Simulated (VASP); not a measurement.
# MnGe23 (a cell with a defect) in VASP: further runs

One crystal, MnGe23 (a cell with a defect), is run at these levels: PBEsol+U; tasks: single point, relaxation of the atoms.

Everything below comes from runs of VASP 6.6.1. Logs are shortened: lines on timing, memory, paths and dates and some standing lists are left out, and cuts for length are marked.

### Step 1. The crystal as given

The cell holds a defect, 24 atoms: a = 12.001 Å, b = 8.001 Å, c = 8.001 Å, α = 60.00°, β = 60.00°, γ = 60.00°.

### Step 2. Single point, PBEsol+U, collinear spin, ferromagnetic start

Contents of INCAR:

```
SYSTEM = MnGe23
PREC = Accurate
ENCUT = 350
EDIFF = 1E-5
ISMEAR = 0
SIGMA = 0.03
LREAL = Auto
LASPH = .TRUE.
NELM = 120
ALGO = All
ISIF = 2
LWAVE = .FALSE.
LCHARG = .FALSE.
ISPIN = 2
MAGMOM = 3 0 0 0 0 0 0 0 0 0 0 0 0 0 0 0 0 0 0 0 0 0 0 0
LORBIT = 11
LMAXMIX = 4
LDAU = .TRUE.
LDAUTYPE = 2
LDAUL = 2 -1
LDAUU = 3.5 0
LDAUJ = 0 0
LDAUPRINT = 1
GGA = PS
ISYM = 0
KPAR = 2
```

Contents of KPOINTS:

```
Automatic mesh
0
G
  2 2 2
  0 0 0
```

Contents of POSCAR:

```
MnGe23
1.0
    0.0000000000      8.4863100000      8.4863100000
    5.6575400000      0.0000000000      5.6575400000
    5.6575400000      5.6575400000      0.0000000000
Mn Ge
1 23
Direct
    0.0000000000      0.0000000000      0.0000000000
    0.0000000000      0.0000000000      0.5000000000
    0.0000000000      0.5000000000      0.0000000000
    0.0000000000      0.5000000000      0.5000000000
    0.3333330000      0.0000000000      0.0000000000
    0.3333330000      0.0000000000      0.5000000000
    0.3333330000      0.5000000000      0.0000000000
    0.3333330000      0.5000000000      0.5000000000
    0.6666670000      0.0000000000      0.0000000000
    0.6666670000      0.0000000000      0.5000000000
    0.6666670000      0.5000000000      0.0000000000
    0.6666670000      0.5000000000      0.5000000000
    0.0833333333      0.1250000000      0.1250000000
    0.0833333333      0.1250000000      0.6250000000
    0.0833333333      0.6250000000      0.1250000000
    0.0833333333      0.6250000000      0.6250000000
    0.4166663333      0.1250000000      0.1250000000
    0.4166663333      0.1250000000      0.6250000000
    0.4166663333      0.6250000000      0.1250000000
    0.4166663333      0.6250000000      0.6250000000
    0.7500003333      0.1250000000      0.1250000000
    0.7500003333      0.1250000000      0.6250000000
    0.7500003333      0.6250000000      0.1250000000
    0.7500003333      0.6250000000      0.6250000000
```

Potentials or basis: VASP PAW PBE potentials, release 64 (Mn_pv, Ge_d).

The run is started by

```bash
$ cat potpaw_PBE.64/Mn_pv/POTCAR potpaw_PBE.64/Ge_d/POTCAR > POTCAR
$ mpirun -np 4 vasp_std > vasp.out
```

OUTCAR:

```text
SYSTEM = MnGe23
   PREC = Accurate
   ENCUT = 350
   EDIFF = 1E-5
   ISMEAR = 0
   LREAL = Auto
   LASPH = .TRUE.
   NELM = 120
   ISIF = 2
   ISPIN = 2
   LORBIT = 11
   GGA = PS
   ISYM = 0

 ion  position               nearest neighbor table
   1  0.000  0.000  0.000-  21 2.45  13 2.45  15 2.45  14 2.45
   2  0.000  0.000  0.500-  22 2.45  14 2.45  16 2.45  13 2.45
   3  0.000  0.500  0.000-  23 2.45  15 2.45  16 2.45  13 2.45
   4  0.000  0.500  0.500-  24 2.45  16 2.45  14 2.45  15 2.45
   5  0.333  0.000  0.000-  13 2.45  17 2.45  18 2.45  19 2.45
   6  0.333  0.000  0.500-  14 2.45  18 2.45  17 2.45  20 2.45
[... 16 lines left out ...]
  23  0.750  0.625  0.125-   3 2.45  11 2.45   9 2.45  12 2.45
  24  0.750  0.625  0.625-   4 2.45  12 2.45  11 2.45  10 2.45

IMPORTANT INFORMATION: All symmetrisations will be switched off!
NOSYMM: (Re-)initialisation of all symmetry stuff for point group C_1.

----------------------------------------------------------------------------------------

                                     Primitive cell

  volume of cell :     543.2555

  direct lattice vectors                    reciprocal lattice vectors
     0.000000000  8.486310000  8.486310000    -0.058918423  0.058918423  0.058918423
     5.657540000  0.000000000  5.657540000     0.088377634 -0.088377634  0.088377634
     5.657540000  5.657540000  0.000000000     0.088377634  0.088377634 -0.088377634

  length of vectors
    12.001454697  8.000969798  8.000969798     0.102049702  0.153074553  0.153074553

  position of ions in fractional coordinates (direct lattice)
     0.000000000  0.000000000  0.000000000
     0.000000000  0.000000000  0.500000000
     0.000000000  0.500000000  0.000000000
     0.000000000  0.500000000  0.500000000
     0.333333000  0.000000000  0.000000000
     0.333333000  0.000000000  0.500000000
[... 16 lines left out ...]
     0.750000333  0.625000000  0.125000000
     0.750000333  0.625000000  0.625000000

  ion indices of the primitive-cell ions
   primitive index   ion index
                 1           1
                 2           2
                 3           3
                 4           4
                 5           5
                 6           6
[... 16 lines left out ...]
                23          23
                24          24

----------------------------------------------------------------------------------------

 KPOINTS: Automatic mesh

Automatic generation of k-mesh.
 Grid dimensions read from file:
 generate k-points for:    2    2    2

 Generating k-lattice:

  Cartesian coordinates                     Fractional coordinates (reciprocal lattice)
    -0.029459211  0.029459211  0.029459211     0.500000000  0.000000000  0.000000000
     0.044188817 -0.044188817  0.044188817     0.000000000  0.500000000  0.000000000
     0.044188817  0.044188817 -0.044188817     0.000000000  0.000000000  0.500000000

  Length of vectors
     0.051024851  0.076537276  0.076537276

  Shift w.r.t. Gamma in fractional coordinates (k-lattice)
     0.000000000  0.000000000  0.000000000

 Subroutine IBZKPT returns following result:
 ===========================================

 Found      8 irreducible k-points:

 Following reciprocal coordinates:
            Coordinates               Weight
  0.000000  0.000000  0.000000      1.000000
  0.500000  0.000000  0.000000      1.000000
  0.000000  0.500000  0.000000      1.000000
  0.000000  0.000000  0.500000      1.000000
  0.500000  0.000000  0.500000      1.000000
  0.500000  0.500000  0.000000      1.000000
  0.000000  0.500000  0.500000      1.000000
  0.500000  0.500000  0.500000      1.000000
   k-points           NKPTS =      8   k-points in BZ     NKDIM =      8   number of bands    NBANDS=    204
[... 45 lines left out ...]
   J (eV)           for each species LDAUJ =   0.0  0.0
   GGA     = PS    functional components
   LHFCALC =     F    Hartree Fock is set to
   AEXX    =    0.0000 exact exchange contribution
   IVDW    =     0    specifies the selected vdW correction
   LEPSILON=     F    determine dielectric tensor
   LRPA    =     F    only Hartree local field effects (RPA)
 spin polarized calculation
 Gauss-broadening in eV      SIGMA  =   0.03
  energy-cutoff  :      350.00
  volume of cell :      543.26
 maximum number of plane-waves:      8100
 NGX is ok and might be reduce to    80
   NGX = 37   NGY = 25   NGZ = 25

atom =   1  type =  1  l = 2

 onsite density matrix

spin component  1

  0.8840 -0.0043 -0.0005  0.0045 -0.0004
 -0.0043  0.8846 -0.0005 -0.0043  0.0009
 -0.0005 -0.0005  0.9098  0.0006 -0.0000
  0.0045 -0.0043  0.0006  0.8840  0.0003
 -0.0004  0.0009 -0.0000  0.0003  0.9099

spin component  2

  0.1471  0.0095 -0.0000 -0.0070  0.0005
  0.0095  0.1414  0.0003  0.0095 -0.0006
 -0.0000  0.0003  0.0195 -0.0005 -0.0001
 -0.0070  0.0095 -0.0005  0.1471  0.0003
  0.0005 -0.0006 -0.0001  0.0003  0.0196

 occupancies and eigenvectors

  o =  0.0194  v =  0.0000  0.0000  0.0000  0.0000  0.0000 -0.0018 -0.0000  0.8661  0.0018  0.4999      0.0000  0.0000  0.0000  0.0000  0.0000  0.0000  0.0000  0.0000  0.0000  0.0000
  o =  0.0197  v =  0.0000  0.0000  0.0000  0.0000  0.0000  0.0045 -0.0060  0.4999  0.0044 -0.8661      0.0000  0.0000  0.0000  0.0000  0.0000  0.0000  0.0000  0.0000  0.0000  0.0000
  o =  0.1273  v =  0.0000  0.0000  0.0000  0.0000  0.0000  0.5126 -0.6887 -0.0043  0.5126  0.0075      0.0000  0.0000  0.0000  0.0000  0.0000  0.0000  0.0000  0.0000  0.0000  0.0000
  o =  0.1541  v =  0.0000  0.0000  0.0000  0.0000  0.0000 -0.7000  0.0105 -0.0022  0.7141 -0.0013      0.0000  0.0000  0.0000  0.0000  0.0000  0.0000  0.0000  0.0000  0.0000  0.0000
  o =  0.1542  v =  0.0000  0.0000  0.0000  0.0000  0.0000  0.4972  0.7249  0.0000  0.4768  0.0000      0.0000  0.0000  0.0000  0.0000  0.0000  0.0000  0.0000  0.0000  0.0000  0.0000
  o =  0.8794  v =  0.7069  0.0002  0.0273 -0.7067  0.0158  0.0000  0.0000  0.0000  0.0000  0.0000      0.0000  0.0000  0.0000  0.0000  0.0000  0.0000  0.0000  0.0000  0.0000  0.0000
  o =  0.8802  v = -0.4138 -0.8103 -0.0125 -0.4142  0.0216  0.0000  0.0000  0.0000  0.0000  0.0000      0.0000  0.0000  0.0000  0.0000  0.0000  0.0000  0.0000  0.0000  0.0000  0.0000
  o =  0.8929  v = -0.5731  0.5843  0.0208 -0.5731 -0.0361  0.0000  0.0000  0.0000  0.0000  0.0000      0.0000  0.0000  0.0000  0.0000  0.0000  0.0000  0.0000  0.0000  0.0000  0.0000
  o =  0.9098  v =  0.0223  0.0000 -0.8661 -0.0223 -0.4988  0.0000  0.0000  0.0000  0.0000  0.0000      0.0000  0.0000  0.0000  0.0000  0.0000  0.0000  0.0000  0.0000  0.0000  0.0000
  o =  0.9099  v = -0.0136  0.0446 -0.4985 -0.0135  0.8655  0.0000  0.0000  0.0000  0.0000  0.0000      0.0000  0.0000  0.0000  0.0000  0.0000  0.0000  0.0000  0.0000  0.0000  0.0000

 number of electron     334.9999949 magnetization       3.7499940

 Free energy of the ion-electron system (eV)
  ---------------------------------------------------
  ext. energy  EPLUGINS =         0.00000000
  ---------------------------------------------------
  free energy    TOTEN  =      -118.24664467 eV

  energy without entropy =     -118.24664417  energy(sigma->0) =     -118.24664442

 E-fermi :   4.5026     XC(G=0): -10.1133

 val. band max:        4.4161502077   @ k =   0.0000   0.5000   0.5000
 cond. band min:       4.5902470516   @ k =   0.0000   0.0000   0.0000
 fundamental gap:      0.1740968439
 Fermi energy:         4.5026481318

 spin component 1

 k-point     1 :       0.0000    0.0000    0.0000
  band No.  band energies     occupation
      1     -45.6340      1.00000
      2     -45.6329      1.00000
      3     -45.6182      1.00000
      4     -20.0476      1.00000
      5     -20.0404      1.00000
      6     -20.0239      1.00000
[... 1445 lines left out ...]
    178       6.8889      0.00000
    179       7.0185      0.00000
 Fermi energy:         4.5026481318

 spin component 2

 k-point     1 :       0.0000    0.0000    0.0000
  band No.  band energies     occupation
      1     -41.4066      1.00000
      2     -41.4017      1.00000
      3     -41.3689      1.00000
      4     -20.0459      1.00000
      5     -20.0388      1.00000
      6     -20.0222      1.00000
[... 1445 lines left out ...]
    178       7.0768      0.00000
    179       7.3523      0.00000
 [bands above 179 left out]

------------------------ aborting loop because EDIFF is reached ----------------------------------------

  FORCE on cell =-STRESS in cart. coord.  units (eV):
  Direction    XX          YY          ZZ          XY          YZ          ZX
  --------------------------------------------------------------------------------------
  -------------------------------------------------------------------------------------
  Total        3.1632040      3.1698737      3.1698751      0.8858981     -1.1580302      0.8859351
  in kB        9.3289684      9.3486389      9.3486430      2.6127040     -3.4152798      2.6128130
  external PRESSURE =       9.3420834 kB  Pullay stress =       0.0000000 kB

 VOLUME and BASIS-vectors are now :
 -----------------------------------------------------------------------------
  energy-cutoff  :      350.00
  volume of cell :      543.26
      direct lattice vectors                 reciprocal lattice vectors
     0.000000000  8.486310000  8.486310000    -0.058918423  0.058918423  0.058918423
     5.657540000  0.000000000  5.657540000     0.088377634 -0.088377634  0.088377634
     5.657540000  5.657540000  0.000000000     0.088377634  0.088377634 -0.088377634

 POSITION                                       TOTAL-FORCE (eV/Angst)
 -----------------------------------------------------------------------------------
      0.00000      0.00000      0.00000         0.086885     -0.035522     -0.035443
      2.82877      2.82877      0.00000        -0.036548     -0.022993      0.069976
      2.82877      0.00000      2.82877        -0.036537      0.069970     -0.023004
      5.65754      2.82877      2.82877        -0.063152      0.006259      0.006248
      0.00000      2.82877      2.82877         0.183580     -0.044297     -0.044316
      2.82877      5.65754      2.82877         0.003426     -0.189132      0.030336
[... 16 lines left out ...]
      4.24315      7.07193      9.90070        -0.001388     -0.048766      0.056036
      7.07193      9.90070      9.90070         0.057027      0.022014      0.022001
 -----------------------------------------------------------------------------------
    total drift:                                0.000157     -0.000420     -0.000311

  FREE ENERGIE OF THE ION-ELECTRON SYSTEM (eV)
  ---------------------------------------------------
  free  energy   TOTEN  =      -118.2466446712 eV

  energy  without entropy=     -118.2466441664  energy(sigma->0) =     -118.24664442

 total charge

# of ion       s       p       d       tot
------------------------------------------
    1        0.366   6.248   4.926  11.540
    2        1.126   1.253  10.022  12.402
    3        1.126   1.253  10.022  12.402
    4        1.124   1.254  10.023  12.401
    5        1.124   1.267  10.021  12.413
    6        1.120   1.267  10.021  12.408
[... 16 lines left out ...]
   23        1.118   1.271  10.021  12.410
   24        1.116   1.273  10.021  12.410
--------------------------------------------------
tot         26.241  35.354 235.398 296.993

 magnetization (x)

# of ion       s       p       d       tot
------------------------------------------
    1        0.039   0.015   3.989   4.043
    2        0.003  -0.014  -0.002  -0.013
    3        0.003  -0.014  -0.002  -0.013
    4        0.003  -0.012  -0.002  -0.011
    5        0.004  -0.001  -0.001   0.002
    6        0.003   0.007  -0.001   0.010
[... 16 lines left out ...]
   23        0.001   0.007  -0.000   0.008
   24        0.000   0.008   0.000   0.009
--------------------------------------------------
tot          0.028  -0.387   4.008   3.649
```

Wall time 8.5 min (4 MPI ranks of Intel Xeon 6975P-C (Granite Rapids), shared host); peak memory 1 GiB.

What came out:

| Item | Value |
| --- | --- |
| Free energy | -118.2466 eV |
| Largest force | 0.251 eV/Å |
| Band gap on the k mesh | none (metal or under the smearing width) |
| Net moment | 3.75 μB per cell |
| Site moments | Mn +4.04; Ge -0.01, +0.00, +0.01, -0.12, -0.06 μB |
| Valence electrons inside the program's atomic spheres | Mn 11.54; Ge 12.40, 12.41, 12.42, 12.44 |

Forces in eV/Å, atoms in the order of the input:
```
Mn   0.087 -0.036 -0.035
Ge  -0.037 -0.023  0.070
Ge  -0.037  0.070 -0.023
Ge  -0.063  0.006  0.006
Ge   0.184 -0.044 -0.044
Ge   0.003 -0.189  0.030
Ge   0.003  0.030 -0.189
Ge  -0.032 -0.030 -0.030
Ge   0.156  0.006  0.006
Ge  -0.009 -0.187  0.020
Ge  -0.009  0.020 -0.187
Ge  -0.038 -0.003 -0.004
Ge   0.025  0.155  0.155
Ge  -0.186  0.022  0.168
Ge  -0.186  0.168  0.022
Ge   0.053 -0.007 -0.007
Ge  -0.168  0.070  0.070
Ge   0.036  0.098 -0.038
Ge   0.036 -0.038  0.098
Ge   0.006  0.024  0.024
Ge   0.121 -0.141 -0.141
Ge  -0.001  0.056 -0.049
Ge  -0.001 -0.049  0.056
Ge   0.057  0.022  0.022
```

Levels at points of the mesh, in eV from the Fermi level:
Spin up:
```
           k point  band 165  band 166  band 167  band 168  band 169  band 170  band 171  band 172  band 173  band 174
(0.00, 0.00, 0.00)     -0.84     -0.63     -0.22     -0.20      0.34      0.55      0.65      0.70      0.81      0.96
(0.50, 0.00, 0.00)     -0.82     -0.74     -0.54     -0.18     -0.18      0.51      0.64      0.94      0.95      1.08
(0.00, 0.50, 0.00)     -1.40     -1.11     -0.81     -0.56     -0.56      0.34      0.54      0.91      1.25      1.47
(0.00, 0.00, 0.50)     -1.40     -1.11     -0.81     -0.56     -0.56      0.34      0.54      0.91      1.25      1.47
(0.50, 0.00, 0.50)     -1.35     -1.26     -1.21     -1.14     -0.72     -0.31      0.43      1.64      1.66      1.81
(0.50, 0.50, 0.00)     -1.35     -1.26     -1.21     -1.14     -0.72     -0.31      0.43      1.64      1.66      1.81
(0.00, 0.50, 0.50)     -1.41     -1.19     -1.13     -0.96     -0.49     -0.09      0.56      1.32      1.39      1.60
(0.50, 0.50, 0.50)     -1.32     -1.14     -1.06     -0.84     -0.72     -0.11      0.36      1.62      1.76      1.98
```
Spin down:
```csv
k point,band 162,band 163,band 164,band 165,band 166,band 167,band 168,band 169,band 170,band 171
"(0.00, 0.00, 0.00)",-0.60,-0.55,0.09,0.10,0.14,0.35,0.59,0.64,0.69,0.81
"(0.50, 0.00, 0.00)",-0.83,-0.35,-0.35,-0.11,-0.10,0.45,0.65,0.73,0.97,0.97
"(0.00, 0.50, 0.00)",-1.09,-0.65,-0.64,-0.29,-0.22,0.90,1.06,1.28,1.35,1.59
"(0.00, 0.00, 0.50)",-1.09,-0.65,-0.64,-0.29,-0.22,0.90,1.06,1.28,1.35,1.59
"(0.50, 0.00, 0.50)",-1.33,-1.13,-0.79,-0.75,-0.33,1.25,1.44,1.62,1.64,1.74
"(0.50, 0.50, 0.00)",-1.33,-1.13,-0.79,-0.75,-0.33,1.25,1.44,1.62,1.64,1.74
"(0.00, 0.50, 0.50)",-1.23,-1.22,-0.55,-0.53,-0.24,1.11,1.21,1.41,1.56,1.61
"(0.50, 0.50, 0.50)",-1.09,-0.98,-0.76,-0.61,-0.35,1.22,1.45,1.73,1.78,1.79
```

Eigenvalues of the final occupation matrices:
| site | spin | trace | eigenvalues |
| --- | --- | --- | --- |
| site 1 d | 1 | 4.47 | 0.88 0.88 0.89 0.91 0.91 |
| site 1 d | 2 | 0.47 | 0.02 0.02 0.13 0.15 0.15 |

Caveat: the k mesh is coarse (spacing up to 0.48 Å⁻¹), so the values aren't converged; the cutoff is under 1.25 times the usual one of these potentials, so pressure, stress and relaxed cells hold a basis-set (Pulay) error; the PAW data sets were made with another functional, which shifts forces and pressure a little; the U is typed as a test and isn't derived for this compound. The state reached can hang on the start; a lower one may exist.

### Step 3. Single point, PBEsol+U, collinear spin, ferromagnetic start

Edit INCAR of step 2 so:

```diff
@@ -9,3 +9,3 @@
 NELM = 120
-ALGO = All
+ALGO = Normal
 ISIF = 2
@@ -16,2 +16,3 @@
 LORBIT = 11
+NUPDOWN = 3
 LMAXMIX = 4
@@ -24,3 +25,2 @@
 GGA = PS
-ISYM = 0
 KPAR = 2
```

KPOINTS is that of step 2.

POSCAR is that of step 2.

Potentials or basis: VASP PAW PBE potentials, release 64 (Mn_pv, Ge_d).

The run is started by

```bash
$ cat potpaw_PBE.64/Mn_pv/POTCAR potpaw_PBE.64/Ge_d/POTCAR > POTCAR
$ mpirun -np 4 vasp_std > vasp.out
```

It took 7.1 min on 4 MPI ranks of Intel Xeon 6975P-C (Granite Rapids), shared host; peak memory 0.55 GiB.

The run converged. Its results:

| Property | Result |
| --- | --- |
| Free energy | -118.1660 eV |
| Largest force | 0.223 eV/Å |
| Net moment | 3.00 μB per cell |
| Site moments | Mn +3.96; Ge -0.02, -0.03, -0.01, -0.15, -0.13, -0.04, -0.11 μB |
| Valence electrons inside the program's atomic spheres | Mn 11.55; Ge 12.40, 12.41, 12.42, 12.43 |

Forces on the atoms (eV/Å):
```
Mn   0.028 -0.015 -0.015
Ge  -0.033  0.021  0.031
Ge  -0.033  0.031  0.021
Ge  -0.028  0.011  0.011
Ge   0.086 -0.019 -0.019
Ge   0.009 -0.121  0.004
Ge   0.009  0.004 -0.121
Ge  -0.012 -0.032 -0.032
Ge   0.014  0.016  0.016
Ge   0.008 -0.104 -0.017
Ge   0.008 -0.017 -0.104
Ge  -0.008 -0.025 -0.025
Ge   0.079  0.068  0.068
Ge  -0.134  0.004  0.115
Ge  -0.134  0.115  0.004
Ge   0.041 -0.017 -0.017
Ge  -0.104  0.056  0.056
Ge   0.025  0.049 -0.015
Ge   0.025 -0.015  0.049
Ge  -0.007  0.037  0.037
Ge   0.149 -0.117 -0.117
Ge  -0.009  0.049 -0.017
Ge  -0.009 -0.017  0.049
Ge   0.031  0.040  0.040
```

Eigenvalues of the final occupation matrices:
```csv
site,spin,trace,eigenvalues
site 1 d,1,4.45,0.88 0.88 0.88 0.91 0.91
site 1 d,2,0.52,0.02 0.02 0.15 0.17 0.17
```

Caveat: the k mesh is coarse (spacing up to 0.48 Å⁻¹), so the values aren't converged; the cutoff is under 1.25 times the usual one of these potentials, so pressure, stress and relaxed cells hold a basis-set (Pulay) error; the PAW data sets were made with another functional, which shifts forces and pressure a little; the total moment is fixed, so each spin has its own Fermi level; the U is typed as a test and isn't derived for this compound.

(Part 1 of 3 ends here.)
